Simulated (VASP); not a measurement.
Data:

```
TaAs
1.0
    1.67346    -4.79048     0.00000
    1.67346     4.79048     0.00000
    0.00000     0.00000     4.45088
As Ta
2 2
Cartesian
  1.67346  -1.17424   1.11272
  1.67346   1.17424   3.33816
  1.67346  -3.92908   1.11272
  1.67346   3.92908   3.33816
```

Calculation: r2SCAN meta-GGA, VASP's PBE PAW potentials (set 64) (plane waves; VASP). Settings: 400 eV cut-off, 11×11×8 Γ-centred mesh, tetrahedra with Blöchl corrections, potentials As Ta_pv.

The cores are frozen, which limits the accuracy of field gradients.

**Question.** Give the principal components of the electric field gradient (V/Å²) and the asymmetry η at each nucleus.

**Answer.** 
```json
[
 {"atom": "As1", "Vxx": "44.2", "Vyy": "12.0", "Vzz": "-56.1", "η": "0.57"},
 {"atom": "As2", "Vxx": "44.2", "Vyy": "12.0", "Vzz": "-56.1", "η": "0.57"},
 {"atom": "Ta3", "Vxx": "-79.1", "Vyy": "-33.2", "Vzz": "112.3", "η": "0.41"},
 {"atom": "Ta4", "Vxx": "-79.1", "Vyy": "-33.2", "Vzz": "112.3", "η": "0.41"}
]
```

The structure was generated: TaAs was put into the CrB type (Cmcm), which need not be its known phase. It was relaxed first, which changed the volume by -32 %.
